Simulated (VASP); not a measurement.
Input for VASP

### POSCAR
```
CdTe
1.0
  4.3265551415  -0.0000000001   0.0000000000
 -2.1632775710   3.7469068319   0.0000000000
  0.0000000000   0.0000000000   7.1816890861
Cd Te
2 2
Cart
 -0.0000021634   2.4979391369   0.0153914190
  2.1632797339   1.2489676949   3.6062359621
 -0.0000021634   2.4979391369   2.6777419883
  2.1632797339   1.2489676949   6.2685865313
```

### KPOINTS
```
Automatic mesh
0
Gamma
6 6 3
0 0 0
```

INCAR:
```
SYSTEM = CdTe
PREC = Accurate; ENCUT = 500; LREAL = F
LASPH = T
EDIFF = 1E-6; NELM = 100; ALGO = Normal
LMAXMIX = 4
ISMEAR = 0; SIGMA = 0.05
GGA = PS
IBRION = 2; NSW = 40; ISIF = 3
EDIFFG = -0.02; PSTRESS = 100
LWAVE = F; LCHARG = F
```

POTCAR, in this order: Cd Te (PBE.64 set). Program: vasp_std.

Problem. Translate this PBEsol calculation to Quantum ESPRESSO's pw.x.

Solution. One equivalent input (not run):
```
&CONTROL
  calculation = 'vc-relax'
  pseudo_dir = './pseudo'
  outdir = './out'
  tprnfor = .true.
  tstress = .true.
  nstep = 40
  forc_conv_thr = 0.00078
/
&SYSTEM
  ibrav = 0
  nat = 4
  ntyp = 2
  ecutwfc = 102
  occupations = 'smearing'
  smearing = 'gaussian'
  degauss = 0.003675
  input_dft = 'pbesol'
/
&ELECTRONS
  conv_thr = 7.3e-08
  electron_maxstep = 100
/
&IONS
/
&CELL
  press = 100
/
ATOMIC_SPECIES
  Cd 112.414 Cd.upf
  Te 127.600 Te.upf
CELL_PARAMETERS angstrom
     4.3265551   -0.0000000    0.0000000
    -2.1632776    3.7469068   -0.0000000
     0.0000000    0.0000000    7.1816891
ATOMIC_POSITIONS crystal
  Cd   0.3333330  0.6666670  0.0021431
  Cd   0.6666670  0.3333330  0.5021431
  Te   0.3333330  0.6666670  0.3728569
  Te   0.6666670  0.3333330  0.8728569
K_POINTS automatic
  6 6 3 0 0 0
```
Limits of the translation: the potentials are each code's own (VASP's PAW set, PseudoDojo norm-conserving files in pw.x), so ENCUT and ecutwfc are chosen apart and not converted; conv_thr bounds pw.x's estimated SCF error, while EDIFF bounds the energy change between steps; forc_conv_thr acts on force components and is met together with etot_conv_thr.

The structure was generated: CdTe was put into the wurtzite type (P6_3mc), which need not be its known phase. It was relaxed first under an external pressure of 10 GPa.
